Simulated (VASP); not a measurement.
## TlNi2S2: hyperfine terms and field gradients

Aim: the hyperfine contact terms and the field gradients at the nuclei of TlNi2S2, by functional. The start is a cell from a database of measured crystal structures.

Program: VASP 6.6.1. Level of theory: LDA, DFT+U (Ni d 3.5 eV), spin-polarised from a ferromagnetic start; plane waves and PAW (Tl_d, Ni, S), in the first sound run; inputs show where later runs differ. Results are calculated unless marked as measured.

### 1. The structure

It takes space group I4/mmm (No. 139, tetragonal). Conventional cell: a = 3.792 Å, b = 3.792 Å, c = 12.770 Å, α = 90.00°, β = 90.00°, γ = 90.00°. Nearest to Tl lie 8 S at 3.22 Å. Ni has 4 S at 2.36 Å nearest. Nearest to S lie 4 Ni at 2.36 Å and 4 Tl at 3.22 Å. Farther neighbours and most contacts between anions are not listed.

Coordinates:

```xyz
5
Lattice="-1.8960 1.8960 6.3850 1.8960 -1.8960 6.3850 1.8960 1.8960 -6.3850" Properties=species:S:1:pos:R:3 pbc="T T T"
Tl    0.0000    0.0000    0.0000
Ni    1.8960    0.0000    3.1925
Ni    0.0000    1.8960    3.1925
S     0.0000    0.0000    8.1728
S     0.0000    0.0000    4.5972
```

### 2. Local probes at LDA

Field gradients probe the charge near the nuclei, so LASPH is on and the cutoff is at least 1.4 times the default of the data sets; this run is at LDA. LHYPERFINE adds the spin density at the nuclei, with NGYROMAG = 1 for all, so that values scale to any isotope.

The input, INCAR:

```
SYSTEM = TlNi2S2
PREC = Accurate
ENCUT = 400
EDIFF = 1E-07
NELM = 100
ISMEAR = -1
SIGMA = 0.05
LREAL = .FALSE.
ALGO = Normal
GGA = CA
NBANDS = 33
ISPIN = 2
MAGMOM = 0 1 1 0 0
LDAU = .TRUE.
LDAUTYPE = 2
LDAUL = -1 2 -1
LDAUU = 0 3.5 0
LDAUJ = 0 0 0
LDAUPRINT = 1
LASPH = .TRUE.
LMAXMIX = 4
LORBIT = 11
LWAVE = .FALSE.
LCHARG = .FALSE.
KPAR = 4
LEFG = .TRUE.
ICORELEVEL = 1
LHYPERFINE = .TRUE.
NGYROMAG = 1 1 1
```

The input, POSCAR:

```
TlNi2S2
1.0
   -1.8960000000      1.8960000000      6.3850000000
    1.8960000000     -1.8960000000      6.3850000000
    1.8960000000      1.8960000000     -6.3850000000
Tl Ni S
1 2 2
Direct
    0.0000000000      0.0000000000      0.0000000000
    0.2500000000      0.7500000000      0.5000000000
    0.7500000000      0.2500000000      0.5000000000
    0.6400000000      0.6400000000      0.0000000000
    0.3600000000      0.3600000000      0.0000000000
```

The input, KPOINTS:

```
Automatic mesh
0
Gamma
10 10 10
0 0 0
```

PAW data sets: Tl_d, Ni and S (PBE family, release 64).

Launch:

```console
mpirun -np 4 vasp_std
```

Output:

```text
[banner, memory and clock lines left out]
running    4 mpi-ranks, on    1 nodes
 distrk:  each k-point on    1 cores,    4 groups
 distr:  one band on    1 cores,    1 groups

 POSCAR found type information on POSCAR TlNiS
 POSCAR found :  3 types and       5 ions
|                                                                             |
|               ----> ADVICE to this user running VASP <----                  |
|                                                                             |
|     You enforced a specific xc type in the INCAR file but a different       |
|     [... a line on the potential file left out ...]
|     I HOPE YOU KNOW WHAT YOU ARE DOING!                                     |
|                                                                             |

 LDA part: xc-table for (Slater(with rela. corr.)+CA(PZ))
 , standard interpolation
 POSCAR, INCAR and KPOINTS ok, starting setup
 FFT: planning ... GRIDC
 FFT: planning ... GRID_SOFT
 FFT: planning ... GRID
 WAVECAR not read
 entering main loop
       N       E                     dE             d eps       ncg     rms          rms(c)
DAV:   1     0.290078303684E+03    0.29008E+03   -0.17281E+04 13464   0.118E+03
DAV:   2     0.106512517006E+01   -0.28901E+03   -0.27250E+03 13994   0.297E+02
DAV:   3    -0.233127812918E+02   -0.24378E+02   -0.23597E+02 16162   0.965E+01
DAV:   4    -0.240083101530E+02   -0.69553E+00   -0.69292E+00 14988   0.159E+01
DAV:   5    -0.240260100337E+02   -0.17700E-01   -0.17694E-01 16226   0.272E+00    0.163E+01
DAV:   6    -0.250545794969E+02   -0.10286E+01   -0.18314E+01 16111   0.678E+01    0.211E+01
DAV:   7    -0.224582675361E+02    0.25963E+01   -0.85271E+00 15943   0.507E+01    0.533E+00
DAV:   8    -0.225200359889E+02   -0.61768E-01   -0.87548E-01 17911   0.686E+00    0.351E+00
DAV:   9    -0.225084624176E+02    0.11574E-01   -0.10608E-01 17694   0.395E+00    0.164E+00
DAV:  10    -0.225084021815E+02    0.60236E-04   -0.53857E-02 19504   0.312E+00    0.695E-01
DAV:  11    -0.225204393368E+02   -0.12037E-01   -0.44070E-02 19437   0.133E+00    0.426E-01
DAV:  12    -0.225262510548E+02   -0.58117E-02   -0.14934E-02 18148   0.852E-01    0.273E-01
DAV:  13    -0.225288542036E+02   -0.26031E-02   -0.75186E-03 18071   0.593E-01    0.122E-01
DAV:  14    -0.225294183964E+02   -0.56419E-03   -0.25139E-03 18571   0.306E-01    0.606E-02
DAV:  15    -0.225294525128E+02   -0.34116E-04   -0.21791E-04 17590   0.986E-02    0.315E-02
DAV:  16    -0.225294537276E+02   -0.12148E-05   -0.16747E-05 16942   0.498E-02    0.151E-02
DAV:  17    -0.225294527036E+02    0.10239E-05   -0.32006E-06 19764   0.253E-02    0.472E-03
DAV:  18    -0.225294531846E+02   -0.48093E-06   -0.33400E-06 17647   0.106E-02    0.174E-03
DAV:  19    -0.225294532357E+02   -0.51163E-07   -0.32072E-07  9241   0.340E-03
ion   1
     0.0000000     0.0000000     0.0000000     0.3728886     0.0000000    -0.0000000
     0.0000685     0.0000000     0.0000000     0.3728886     0.0000000    -0.0000000
     0.0000943     0.0000000     0.0000000     0.3728886     0.0000000    -0.0000000
     0.0001298     0.0000000     0.0000000     0.3728886     0.0000000    -0.0000000
     0.0001788     0.0000000     0.0000000     0.3728886     0.0000000    -0.0000000

     0.0000000    -0.0000000     0.0000000   -19.3225454     0.0000000    -0.0000000
     0.0000685    -0.0000000     0.0000000   -19.2683245     0.0000000    -0.0000000
     0.0000943    -0.0000000     0.0000000   -19.2421639     0.0000000    -0.0000000
     0.0001298    -0.0000000     0.0000000   -19.2021000     0.0000000    -0.0000000
     0.0001788    -0.0000000     0.0000000   -19.1410160     0.0000000    -0.0000000

ion   2
     0.0000000    -0.0000000    -0.0000000    12.9457024     0.0000000     0.0000000
     0.0000452    -0.0000000    -0.0000000    12.9457023     0.0000000     0.0000000
     0.0000622    -0.0000000    -0.0000000    12.9457021     0.0000000     0.0000000
     0.0000857    -0.0000000    -0.0000000    12.9457019     0.0000000     0.0000000
     0.0001180    -0.0000000    -0.0000000    12.9457014     0.0000000     0.0000000

     0.0000000    -0.0000000    -0.0000000    61.5319044     0.0000000     0.0000000
     0.0000452    -0.0000000    -0.0000000    61.5322810     0.0000000     0.0000000
     0.0000622    -0.0000000    -0.0000000    61.5325026     0.0000000     0.0000000
     0.0000857    -0.0000000    -0.0000000    61.5328679     0.0000000     0.0000000
     0.0001180    -0.0000000    -0.0000000    61.5334672     0.0000000     0.0000000

ion   3
     0.0000000    -0.0000000     0.0000000    12.9457024     0.0000000     0.0000000
     0.0000452    -0.0000000     0.0000000    12.9457023     0.0000000     0.0000000
     0.0000622    -0.0000000     0.0000000    12.9457021     0.0000000     0.0000000
     0.0000857    -0.0000000     0.0000000    12.9457019     0.0000000     0.0000000
     0.0001180    -0.0000000     0.0000000    12.9457014     0.0000000     0.0000000

     0.0000000    -0.0000000     0.0000000    61.5319044     0.0000000     0.0000000
     0.0000452    -0.0000000     0.0000000    61.5322810     0.0000000     0.0000000
     0.0000622    -0.0000000     0.0000000    61.5325026     0.0000000     0.0000000
     0.0000857    -0.0000000     0.0000000    61.5328679     0.0000000     0.0000000
     0.0001180    -0.0000000     0.0000000    61.5334672     0.0000000     0.0000000

ion   4
     0.0000000    -0.0000000    -0.0000000     1.6030557     0.0000000     0.0000000
     0.0000369    -0.0000000    -0.0000000     1.6030557     0.0000000     0.0000000
     0.0000508    -0.0000000    -0.0000000     1.6030557     0.0000000     0.0000000
     0.0000700    -0.0000000    -0.0000000     1.6030557     0.0000000     0.0000000
     0.0000964    -0.0000000    -0.0000000     1.6030556     0.0000000     0.0000000

     0.0000000    -0.0000000    -0.0000000    22.8420335     0.0000000     0.0000000
     0.0000369    -0.0000000    -0.0000000    22.8419688     0.0000000     0.0000000
     0.0000508    -0.0000000    -0.0000000    22.8419294     0.0000000     0.0000000
     0.0000700    -0.0000000    -0.0000000    22.8418640     0.0000000     0.0000000
     0.0000964    -0.0000000    -0.0000000    22.8417562     0.0000000     0.0000000

ion   5
     0.0000000    -0.0000000     0.0000000     1.6030557     0.0000000    -0.0000000
     0.0000369    -0.0000000     0.0000000     1.6030557     0.0000000    -0.0000000
     0.0000508    -0.0000000     0.0000000     1.6030557     0.0000000    -0.0000000
     0.0000700    -0.0000000     0.0000000     1.6030557     0.0000000    -0.0000000
     0.0000964    -0.0000000     0.0000000     1.6030556     0.0000000    -0.0000000

     0.0000000    -0.0000000     0.0000000    22.8420335     0.0000000    -0.0000000
     0.0000369    -0.0000000     0.0000000    22.8419688     0.0000000    -0.0000000
     0.0000508    -0.0000000     0.0000000    22.8419294     0.0000000    -0.0000000
     0.0000700    -0.0000000     0.0000000    22.8418640     0.0000000    -0.0000000
     0.0000964    -0.0000000     0.0000000    22.8417562     0.0000000    -0.0000000

   1 F= -.22529453E+02 E0= -.22517449E+02  d E =-.240085E-01  mag=     2.5017
```

Run time: 4.1 min. Hardware: 4 MPI ranks of Intel Xeon 6975P-C (Granite Rapids), shared host; peak memory 2.1 GiB; 16 min of CPU time.

The logs omit lines about the potential files and the build; timing stands in the text.

(Part 1 of 4 ends here.)

[Lines on the potential files, build, host, timing and source positions are cut from VASP's logs without a mark.]

[Logs are printed without paths, hosts, clocks, repeated set-up lines and the standing remarks that a program may print on its own settings, such as how far it seeks lower states.]

[Hosts, paths, dates, database ids (printed as entryN), source tags and the programs' standing remarks are cut or masked in the printed files.]
